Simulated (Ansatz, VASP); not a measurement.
One calculation of HPbNO4, two programs

INCAR

```
SYSTEM = HPbNO4
PREC     = Accurate       ! precision mode
ENCUT    = 520            ! plane-wave cutoff, eV
EDIFF    = 1E-7           ! SCF threshold, eV
ISMEAR   = -1             ! smearing method
SIGMA    = 0.05           ! smearing width, eV
LREAL    = .False.        ! projectors in reciprocal space
LASPH    = .True.         ! aspherical terms in the spheres
NELM     = 60             ! most SCF steps
ALGO     = Normal         ! electronic algorithm
ISIF     = 2              ! what is computed and relaxed
LWAVE    = .False.        ! write WAVECAR
LCHARG   = .False.        ! write CHGCAR
GGA      = PE             ! functional
NBANDS   = 57             ! bands
KPAR     = 4
```

Contents of KPOINTS:

```
regular mesh
0
Gamma
  7 5 4
  0 0 0
```

The input POSCAR:

```
HPbNO4
1.0
    4.0927454755     -0.0008045636     -0.0111248299
    0.0040128851      6.3840829956      0.0532402576
    0.0277226789      3.1855453917      7.6979254126
H Pb N O
2 2 2 8
Direct
    0.9036600000      0.2182100000      0.4885100000
    0.4033700000      0.7817700000      0.5114200000
    0.3945500000      0.3086300000      0.7072500000
    0.8948900000      0.6913500000      0.2926600000
    0.6340900000      0.1999000000      0.2073000000
    0.1338600000      0.8001200000      0.7927500000
    0.9082900000      0.3286600000      0.5436900000
    0.5379200000      0.3907600000      0.1949700000
    0.5348300000      0.1127900000      0.1060200000
    0.8371800000      0.0888700000      0.3267200000
    0.4081700000      0.6713200000      0.4562400000
    0.0377400000      0.6092400000      0.8052000000
    0.0342900000      0.8873700000      0.8939700000
    0.3371600000      0.9110100000      0.6733000000
```

input.yaml

```yaml
crystal:
  lattice:
    - [4.0927454755, -0.0008045636, -0.0111248299]
    - [0.0040128851, 6.3840829956, 0.0532402576]
    - [0.0277226789, 3.1855453917, 7.6979254126]
  atoms:
    - { symbol: H, position: [0.90366, 0.21821, 0.48851] }
    - { symbol: H, position: [0.40337, 0.78177, 0.51142] }
    - { symbol: Pb, position: [0.39455, 0.30863, 0.70725] }
    - { symbol: Pb, position: [0.89489, 0.69135, 0.29266] }
    - { symbol: "N", position: [0.63409, 0.1999, 0.2073] }
    - { symbol: "N", position: [0.13386, 0.80012, 0.79275] }
    - { symbol: O, position: [0.90829, 0.32866, 0.54369] }
    - { symbol: O, position: [0.53792, 0.39076, 0.19497] }
    - { symbol: O, position: [0.53483, 0.11279, 0.10602] }
    - { symbol: O, position: [0.83718, 0.08887, 0.32672] }
    - { symbol: O, position: [0.40817, 0.67132, 0.45624] }
    - { symbol: O, position: [0.03774, 0.60924, 0.8052] }
    - { symbol: O, position: [0.03429, 0.88737, 0.89397] }
    - { symbol: O, position: [0.33716, 0.91101, 0.6733] }
hamiltonian:
  xc: pbe
  pseudopotentials: { kind: paw }
kpoints:
  mp_grid: { grid: [7, 5, 4] }
scf:
  occupations: { method: fermi_dirac, width: 0.05 }
output:
  forces: true
  stress: true
  eigenvalues: true
```

Change from the starting cell: volume scaled by 0.98.

Alike in both runs: task single point; functional PBE; k mesh 7 × 5 × 4; occupations fermi-dirac, width 0.05 eV; no spin polarisation.

|  | VASP | Ansatz |
| --- | --- | --- |
| version | VASP 6.6.1 | Ansatz 0.2.0 |
| potentials or method | VASP PAW PBE potentials, release 64 (H, Pb_d, N, O) | Ansatz PAW |
| plane-wave cutoff (eV) | 520 | 420 |
| valence electrons in the cell | 88 | 88 |

```tsv
	VASP	Ansatz	Ansatz less VASP
gap on the k mesh at the Fermi level (eV)	3.29	3.32	+0.027
least direct gap on the mesh (eV)	3.39	3.42	+0.028
pressure (GPa)	2.6	1.9	-0.66
largest component of the traceless stress (GPa)	1.35	0.78	-0.571
rms of the force components (eV/Å)	0.374	0.217	-0.1576
```

Atom by atom the forces differ by 0.161 eV/Å (rms over components). With one functional, cell and mesh, what is left measures potentials, basis and numerics.

Caveats: spin-orbit coupling is left out, which as a rule narrows the gap of such compounds by several tenths of an eV; the standard files for N, O and F lose accuracy on very short bonds (VASP); an odd mesh through Γ misses points on the zone boundary, where band edges often lie (VASP); odd divisions of the mesh miss points on the zone boundary, where band edges often lie, so the gap on the mesh can be too wide (Ansatz); the pressure holds a Pulay correction of +0.6 GPa for the finite cutoff (Ansatz).
